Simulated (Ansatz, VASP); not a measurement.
**SrLi2SnS4 in two plane-wave programs**

Wanted: the spread between two codes on one cell, functional and k mesh.

Main program and level: Ansatz 0.2.0; plane waves, with VASP 6.6.1 beside it; single point at PBE with D3(BJ).

## (1) Set-up

The cell holds 24 atoms: 6 Li, 12 S, 3 Sr and 3 Sn. Its edges and angles: a = 6.152 Å, b = 6.152 Å, c = 29.195 Å, α = 90.0°, β = 90.0°, γ = 65.5°. It derives from SrLi2SnS4. The (1 0 1) slab of SrLi2SnS4, cut from the database cell (so at first; earlier steps may have moved the atoms). Vacuum lies along c.

## (2) VASP: single point, PBE with D3(BJ)

With cell and atoms fixed, the geometry can't cause a difference; cores, projectors, grids and the points listed under the comparison can.

Lines of VASP's logs that name or quote its potential files are left out, and so is its time.

Contents of INCAR:

```
SYSTEM = SrLi2SnS4
PREC = Normal
ENCUT = 300
EDIFF = 1E-06
NELM = 120
ISMEAR = 0
SIGMA = 0.05
LREAL = Auto
ALGO = Fast
GGA = PE
IVDW = 12
NBANDS = 112
LORBIT = 11
LWAVE = .TRUE.
LCHARG = .TRUE.
LASPH = .TRUE.
IDIPOL = 3
LDIPOL = .TRUE.
DIPOL = 0.5 0.5 0.507
LVHAR = .TRUE.
LVACPOTAV = .TRUE.
LELF = .TRUE.
NEDOS = 1500
```

Contents of POSCAR:

```
SrLi2SnS4
1.0
    6.1518144884      0.0000000000      0.0000000000
    2.5478143123      5.5994163741      0.0000000000
    0.0000000000      0.0000000000     29.1946039690
Li S Sr Sn
6 12 3 3
Direct
    0.3535676400      0.3535676400      0.2568967900
    0.0607029300      0.0607029300      0.3441788400
    0.7678382100      0.7678382100      0.4314608900
    0.4740983178      0.4755748466      0.5182049044
    0.1858423046      0.1803263718      0.6043398124
    0.8932600472      0.8882019237      0.6992412792
    0.1918294200      0.7786294200      0.2792305200
    0.6356411500      0.2224411500      0.3218451100
    0.0217233900      0.4349233900      0.3816647400
    0.3936177500      0.8068177500      0.3939750000
    0.6060999900      0.1928999900      0.4537946300
    0.0499117200      0.6367117200      0.4964092200
    0.4283295200      0.8483405947      0.5554639390
    0.8066602784      0.2281242875      0.5682390202
    0.0226636487      0.6063444485      0.6300558837
    0.4740723165      0.0391490495      0.6691871272
    0.8282695988      0.2671156384      0.7326878621
    0.2464299501      0.6328855633      0.7417823151
    0.7071352800      0.7071352800      0.3005378200
    0.1214058500      0.1214058500      0.4751019200
    0.5415007505      0.5321686863      0.6509483681
    0.4142705700      0.4142705700      0.3878198700
    0.8236026354      0.8316304650      0.5629117237
    0.1822913855      0.3017730409      0.7209339223
```

Contents of KPOINTS:

```
Automatic mesh
0
Gamma
3 3 1
0 0 0
```

Potentials, in the order of the species: Li, S, Sr_sv and Sn (PBE family, release 64).

Command:

```console
mpirun -np 4 vasp_std
```

Numbers of over 12 decimals in the logs are rounded to 6 here.

The program printed:

```text
[banner, memory and clock lines left out]
running    4 mpi-ranks, on    1 nodes
 distrk:  each k-point on    4 cores,    1 groups
 distr:  one band on    1 cores,    4 groups

 POSCAR found type information on POSCAR LiS SrSn
 POSCAR found :  4 types and      24 ions
 LDA part: xc-table for (Slater+PW92), standard interpolation
 POSCAR, INCAR and KPOINTS ok, starting setup
 FFT: planning ... GRIDC
 FFT: planning ... GRID_SOFT
 FFT: planning ... GRID
 WAVECAR not read
 entering main loop
       N       E                     dE             d eps       ncg     rms          rms(c)
DAV:   1     0.602970870248E+03    0.60297E+03   -0.33711E+04  1176   0.550E+02
DAV:   2    -0.294403956038E+02   -0.63241E+03   -0.60462E+03  1480   0.160E+02
DAV:   3    -0.107024570038E+03   -0.77584E+02   -0.76649E+02  1488   0.516E+01
DAV:   4    -0.110218136427E+03   -0.31936E+01   -0.31775E+01  1672   0.116E+01
DAV:   5    -0.110426268471E+03   -0.20813E+00   -0.20802E+00  1784   0.215E+00    0.281E+01
RMM:   6    -0.104020984348E+03    0.64053E+01   -0.76777E+00  1356   0.407E+00    0.184E+01
RMM:   7    -0.103423206968E+03    0.59778E+00   -0.64278E+00  1558   0.393E+00    0.560E+00
RMM:   8    -0.103152189537E+03    0.27102E+00   -0.11090E+00  1527   0.186E+00    0.114E+00
RMM:   9    -0.103134789804E+03    0.17400E-01   -0.88088E-02  1788   0.663E-01    0.677E-01
RMM:  10    -0.103139690053E+03   -0.49002E-02   -0.36073E-02  1986   0.323E-01    0.403E-01
RMM:  11    -0.103140326029E+03   -0.63598E-03   -0.11108E-02  1881   0.181E-01    0.181E-01
RMM:  12    -0.103141909295E+03   -0.15833E-02   -0.43909E-03  2100   0.100E-01    0.119E-01
RMM:  13    -0.103142672944E+03   -0.76365E-03   -0.15679E-03  2094   0.567E-02    0.890E-02
RMM:  14    -0.103143698951E+03   -0.10260E-02   -0.95090E-04  2087   0.413E-02    0.335E-02
[...]
RMM:  19    -0.103144801531E+03   -0.81001E-04   -0.19361E-05  2076   0.659E-03    0.105E-02
RMM:  20    -0.103144913582E+03   -0.11205E-03   -0.95689E-06  1959   0.484E-03    0.410E-03
RMM:  21    -0.103144966235E+03   -0.52654E-04   -0.56010E-06  1611   0.336E-03    0.211E-03
RMM:  22    -0.103144996994E+03   -0.30759E-04   -0.30082E-06  1491   0.251E-03    0.165E-03
RMM:  23    -0.103145010919E+03   -0.13925E-04   -0.15845E-06  1401   0.180E-03    0.761E-04
RMM:  24    -0.103145016845E+03   -0.59261E-05   -0.90162E-07  1349   0.135E-03    0.495E-04
RMM:  25    -0.103145018679E+03   -0.18337E-05   -0.40883E-07  1264   0.101E-03    0.371E-04
RMM:  26    -0.103145019646E+03   -0.96670E-06   -0.22345E-07  1234   0.793E-04
|                                                                             |
|           W    W    AA    RRRRR   N    N  II  N    N   GGGG   !!!           |
|           W    W   A  A   R    R  NN   N  II  NN   N  G    G  !!!           |
|           W    W  A    A  R    R  N N  N  II  N N  N  G       !!!           |
|           W WW W  AAAAAA  RRRRR   N  N N  II  N  N N  G  GGG   !            |
|           WW  WW  A    A  R   R   N   NN  II  N   NN  G    G                |
|           W    W  A    A  R    R  N    N  II  N    N   GGGG   !!!           |
|                                                                             |
|     Did not find any points to average over, which means that no vacuum     |
|     field-free region was found. Please increase the size of  your cell     |
|     in the dimension of the dipole correction to obtain accurate            |
|     workfunction values.                                                    |
|                                                                             |

   1 F= -.10892178E+03 E0= -.10892178E+03  d E =-.877045E-12
 writing wavefunctions
```

OUTCAR, selected parts (step 2):

```text
ion  position               nearest neighbor table
   1  0.354  0.354  0.257-   8 2.47   7 2.47  19 3.87  19 3.87  19 3.87
   2  0.061  0.061  0.344-   7 2.47   8 2.47   9 2.47  10 2.47  19 3.87  19 3.87  20 3.87  19 3.87

  LATTYP: Found a base centered orthorhombic cell.
 ALAT       =     6.6590000000
 B/A-ratio  =     1.5536670645
 C/A-ratio  =     4.3842324627

 Subroutine GETGRP returns: Found  1 space group operations
 (whereof  1 operations were pure point group operations)

The static configuration has the point symmetry C_1 .

 Found      5 irreducible k-points:

   k-points           NKPTS =      5   k-points in BZ     NKDIM =      5   number of bands    NBANDS=    112

   dimension x,y,z NGX =    28 NGY =   28 NGZ =  126
   dimension x,y,z NGXF=    56 NGYF=   56 NGZF=  252

   ENCUT  =  300.0 eV  22.05 Ry    4.70 a.u.   8.69  8.69 41.23*2*pi/ulx,y,z

   NELECT =     120.0000    total number of electrons

 k-points in reciprocal lattice and weights: Automatic mesh
   0.00000000  0.00000000  0.00000000       0.111
   0.33333333  0.00000000  0.00000000       0.222
   0.00000000 -0.33333333  0.00000000       0.222
   0.33333333  0.33333333  0.00000000       0.222
  -0.33333333  0.33333333  0.00000000       0.222

 dipolmoment           0.000000      0.000000      0.435630 electrons x Angstroem

 average (electrostatic) potential at core
       1 -31.7805       2 -29.9637       3 -30.1569       4 -30.1620       5 -30.2484
       6 -29.9353       7 -90.0377       8 -91.4398       9 -91.2770      10 -91.1983
      11 -91.3006      12 -91.2843      13 -91.2989      14 -91.3087      15 -91.3822
      16 -91.3575      17 -91.0776      18 -90.9515      19 -41.8765      20 -41.3228
      21 -41.0905      22 -49.9389      23 -50.0294      24 -49.9668

 E-fermi :  -0.5761

 k-point     1 :       0.0000    0.0000    0.0000
  band No.  band energies     occupation
    ...
     56      -1.5997      2.00000
     57      -1.4868      2.00000
     58      -1.2884      2.00000
     59      -1.1833      2.00000
     60      -0.8994      2.00000
     61       0.9699      0.00000
     62       1.0780      0.00000
     63       1.2827      0.00000
     64       1.7535      0.00000
     65       2.1968      0.00000
    ...

 k-point     2 :       0.3333    0.0000    0.0000
  band No.  band energies     occupation
    ...
     56      -1.7015      2.00000
     57      -1.5892      2.00000
     58      -1.4716      2.00000
     59      -1.3225      2.00000
     60      -0.8393      2.00000
     61       1.0792      0.00000
     62       1.3049      0.00000
     63       1.4779      0.00000
     64       1.6645      0.00000
     65       2.2334      0.00000
    ...

 k-point     3 :       0.0000   -0.3333    0.0000
  band No.  band energies     occupation
    ...
     56      -1.6282      2.00000
     57      -1.5613      2.00000
     58      -1.3477      2.00000
     59      -1.3108      2.00000
     60      -0.8873      2.00000
     61       1.1466      0.00000
     62       1.3664      0.00000
     63       1.4527      0.00000
     64       1.8504      0.00000
     65       2.4316      0.00000
    ...

 Edisp (eV)   -5.77676

  Total      -2.91862    -2.17374    -1.24205    -2.03800    -0.33634    -0.64158
  in kB      -4.64986    -3.46313    -1.97880    -3.24687    -0.53585    -1.02215
  external pressure =       -3.36 kB  Pullay stress =        0.00 kB

  energy-cutoff  :      300.00
  volume of cell :     1005.65
      direct lattice vectors                 reciprocal lattice vectors
     6.151814488  0.000000000  0.000000000     0.162553666 -0.073964237  0.000000000
     2.547814312  5.599416374  0.000000000     0.000000000  0.178590041  0.000000000
     0.000000000  0.000000000 29.194603969     0.000000000  0.000000000  0.034252905

 POSITION                                       TOTAL-FORCE (eV/Angst)
 -----------------------------------------------------------------------------------
      3.07591      1.97977      7.50000         0.232556      0.661807      0.757963
      0.52809      0.33990     10.04816         0.001197     -0.284598     -0.115803
      6.67991      4.29945     12.59633        -0.031896     -0.001817      0.005475
      4.12824      2.66294     15.12879         0.000459      0.004137     -0.002903
      1.60271      1.00972     17.64346        -0.004914      0.002776     -0.000646
      7.75814      4.97341     20.41407         0.009080      0.015815     -0.002823
      3.16390      4.35987      8.15202        -0.105295     -0.301661     -0.740494
      4.47709      1.24554      9.39614         0.319983     -0.665140     -0.922634
      1.24174      2.43532     11.14255        -0.615542     -0.007703     -0.027384
      4.47709      4.51771     11.50194         0.337185      0.416778      0.206381
      4.22009      1.08013     13.24835         0.134906     -0.274120      0.339370
      1.92927      3.56521     14.49247         0.038095     -0.099696     -0.120518
      4.79642      4.75021     16.21655        -0.008942      0.006865      0.002734
      5.54364      1.27736     16.58951         0.005690      0.009104      0.003356
      1.68428      3.39518     18.39423         0.003387     -0.001777      0.009027
      3.01615      0.21921     19.53665         0.009304     -0.000648     -0.017126
      5.77592      1.49569     21.39053        -0.025371      0.005933     -0.006415
      3.12847      3.54379     21.65604         0.002581      0.023799      0.000200
      6.15181      3.95954      8.77408        -0.110114      0.125216      0.786738
      1.05619      0.67980     13.87041        -0.013419     -0.002544     -0.055528
      4.68708      2.97983     19.00418        -0.002308      0.013194      0.007420
      3.60400      2.31967     11.32225        -0.168528      0.348346     -0.082236
      7.18549      4.65665     16.43398        -0.004110      0.000578     -0.020190
      1.89028      1.68975     21.04738        -0.003983      0.005355     -0.003964
 -----------------------------------------------------------------------------------
    total drift:                               -0.016712      0.021066     -0.022706

  FREE ENERGIE OF THE ION-ELECTRON SYSTEM (eV)
  ---------------------------------------------------
  free  energy   TOTEN  =      -108.9217833902 eV

  energy  without entropy=     -108.9217833902  energy(sigma->0) =     -108.92178339

 vacuum level on the upper side and lower side of the slab         5.172         2.881

 total charge
# of ion       s       p       d       tot
------------------------------------------
    1        0.070   0.102   0.000   0.171
    2        0.085   0.153   0.000   0.238
    3        0.085   0.153   0.000   0.237
    4        0.086   0.156   0.000   0.242
    5        0.085   0.153   0.000   0.238
    6        0.086   0.153   0.000   0.239
    7        1.321   2.378   0.000   3.698
    8        1.329   2.436   0.000   3.765
    9        1.331   2.438   0.000   3.769
   10        1.332   2.435   0.000   3.767
   11        1.332   2.437   0.000   3.770
   12        1.333   2.429   0.000   3.762
   13        1.334   2.430   0.000   3.764
   14        1.334   2.427   0.000   3.761
   15        1.335   2.421   0.000   3.756
   16        1.338   2.416   0.000   3.755
   17        1.356   2.367   0.000   3.724
   18        1.356   2.356   0.000   3.712
   19        2.002   5.747   0.163   7.913
   20        2.001   5.761   0.173   7.934
   21        2.002   5.763   0.184   7.950
   22        1.284   1.784   0.406   3.474
   23        1.287   1.707   0.371   3.365
   24        1.342   1.665   0.337   3.344
--------------------------------------------------
tot         26.448  52.268   1.633  80.349

[... 2 further parts left out ...]
```

The data set Sn keeps the semicore shell frozen, which is cheaper and a little less accurate.

[end of part 1 of 2]

[Lines on the potential files, build, host, timing and source positions are cut from VASP's logs without a mark.]

[Logs are printed without paths, hosts, clocks, repeated set-up lines and the standing remarks that a program may print on its own settings, such as how far it seeks lower states.]

[Hosts, paths, dates, database ids (printed as entryN), source tags and the programs' standing remarks are cut or masked in the printed files.]
